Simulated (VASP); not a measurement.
MgS (rock salt) is relaxed at rising pressure, each step from the one before. Symmetry mostly holds the structure type, and other phases were not tried. The mesh follows the cell, and a change of mesh leaves a small step in the series.

Data:

MgS is taken in the cubic space group Fm-3m (No. 225), the rock salt structure, Pearson symbol cF8. Lattice parameters: a = b = c = 5.178 Å, α = β = γ = 90.00°. Mg on 4a is coordinated by 6 S at 2.589 Å (octahedral). S on 4b is surrounded by 6 Mg at 2.589 Å (octahedral). (Neighbours: up to the widest gap in distance over summed covalent radii, below 1.35, at either atom; cation-cation and far metal-metal contacts left out.)
(The calculation used a cell of 2 atoms; values per cell refer to that cell.)

Calculation: PBEsol GGA, VASP's PBE PAW potentials (set 64) (plane waves; VASP). Settings: 500 eV cut-off, 9×9×9 Γ-centred mesh, Gaussian smearing of 0.050 eV, potentials Mg S.

```
P (GPa)  V (Å³/atom)  H − H(0) (eV/atom)  space group    k-mesh
-------  -----------  ------------------  -----------  --------
0              17.36               0.000        Fm-3m     9×9×9
5              16.40               0.526        Fm-3m     9×9×9
10               ___                 ___        Fm-3m     9×9×9
20               ___                 ___        Fm-3m     9×9×9
30             13.74               2.848        Fm-3m  10×10×10
45             12.79               4.087        Fm-3m  10×10×10
```

Complete the blanks.

- 20, V (Å³/atom): 14.56
- 20, H − H(0) (eV/atom): 1.967
- 10, V (Å³/atom): 15.66
- 10, H − H(0) (eV/atom): 1.026

Pressures at which the relaxation failed are left out.

The compound is MgS in the rock salt structure.
